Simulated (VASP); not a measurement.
An input for Quantum ESPRESSO's pw.x (written as the equivalent of a VASP run, and not itself run):

```
&CONTROL
  calculation = 'scf'
  pseudo_dir = './pseudo'
  outdir = './out'
  tprnfor = .true.
  tstress = .true.
/
&SYSTEM
  ibrav = 0
  nat = 3
  ntyp = 2
  ecutwfc = 88
  occupations = 'tetrahedra'
  input_dft = 'vdw-df-ob86'
/
&ELECTRONS
  conv_thr = 7.3e-09
  electron_maxstep = 100
/
ATOMIC_SPECIES
  Na 22.990 Na.upf
  S 32.060 S.upf
CELL_PARAMETERS angstrom
     0.0000000    3.2613233    3.2613233
     3.2613233    0.0000000    3.2613233
     3.2613233    3.2613233    0.0000000
ATOMIC_POSITIONS crystal
  Na   0.2500000  0.2500000  0.2500000
  Na   0.7500000  0.7500000  0.7500000
  S    0.0000000  0.0000000  0.0000000
K_POINTS automatic
  7 7 7 0 0 0
```

**Question.** Translate this input to VASP (INCAR, KPOINTS, POSCAR, choice of POTCAR).

**Answer.** One answer among several that fit: 
File POSCAR:
```
Na2S
4.6122080
  0.0000000000   0.7071067221   0.7071067221
  0.7071067221   0.0000000000   0.7071067221
  0.7071067221   0.7071067221   0.0000000000
Na S
2 1
Cart
  0.3535533610   0.3535533610   0.3535533610
  1.0606600831   1.0606600831   1.0606600831
  0.0000000000   0.0000000000   0.0000000000
```

### INCAR
```
AGGAC = 0.0
ALGO = Normal
EDIFF = 1E-7
ENCUT = 520
GGA = MK
ISIF = 2
ISMEAR = -5
LASPH = T
LCHARG = T
LEFG = T
LORBIT = 11
LREAL = F
LUSE_VDW = T
LWAVE = F
NEDOS = 601
NELM = 100
PARAM1 = 0.1234
PARAM2 = 1.0
PREC = Accurate
SYSTEM = Na2S
```

File KPOINTS:
```
Automatic
0
gamma
7 7 7
```

POTCAR, in this order: Na_pv S (PBE.64 set). Program: vasp_std.

Limits of the translation: the potentials are each code's own (VASP's PAW set, PseudoDojo norm-conserving files in pw.x), so ENCUT and ecutwfc are chosen apart and not converted; conv_thr bounds pw.x's estimated SCF error, while EDIFF bounds the energy change between steps; the field gradients of LEFG aren't asked of the other code.

The compound is Na2S in the antifluorite structure. It was relaxed first.
